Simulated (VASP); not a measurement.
VASP ran on this input.

### INCAR
```
! general
SYSTEM  = Mg2Ge
PREC    = Accurate
ENCUT   = 520
LREAL   = .FALSE.
LASPH   = .TRUE.

! electronic loop
EDIFF   = 1E-6
NELM    = 100
ALGO    = Normal
LMAXMIX = 4

! smearing
ISMEAR  = 0
SIGMA   = 0.05

! functional
GGA     = PE

! output
LWAVE   = .FALSE.
LCHARG  = .TRUE.
```

KPOINTS:
```
Automatic
0
gamma
  6 6 6
0 0 0
```

File POSCAR:
```
Mg2Ge
1
    0.0000000000     3.2060677739     3.2060677739
    3.2060677739     0.0000000000     3.2060677739
    3.2060677739     3.2060677739    -0.0000000000
Mg Ge
2 1
Direct
  0.2500000000   0.2500000000   0.2500000000
  0.7500000000   0.7500000000   0.7500000000
  1.0000000000   0.0000000000   0.0000000000
```

POTCAR, in this order: Mg Ge_d (PBE.64 set). Program: vasp_std.

Problem. Write an equivalent input for Ansatz.

Solution. One equivalent input (not run):
Ansatz 0.2 input:
```yaml
crystal:
  lattice:
    - [0.0000000, 3.2060678, 3.2060678]
    - [3.2060678, 0.0000000, 3.2060678]
    - [3.2060678, 3.2060678, 0.0000000]
  atoms:
    - { symbol: Mg, position: [0.2500000, 0.2500000, 0.2500000] }
    - { symbol: Mg, position: [0.7500000, 0.7500000, 0.7500000] }
    - { symbol: Ge, position: [1.0000000, 0.0000000, 0.0000000] }
kpoints:
  mp_grid: { grid: [6, 6, 6] }
hamiltonian:
  xc: pbe
  pseudopotentials: { kind: paw }
scf:
  occupations: { method: gaussian, width: 0.05 }
  max_iter: 100
output: { forces: true, stress: true, eigenvalues: true }
```
The two are equivalent in intent, not identical: each code has its own PAW files, so the cut-off isn't converted (ENCUT is set for VASP's; basis.ecutwfc is left out, and Ansatz then takes the one that its files recommend); Ansatz stops its SCF on the density residual and VASP on the energy change (EDIFF).

The compound is Mg2Ge in the antifluorite structure. It was relaxed first.
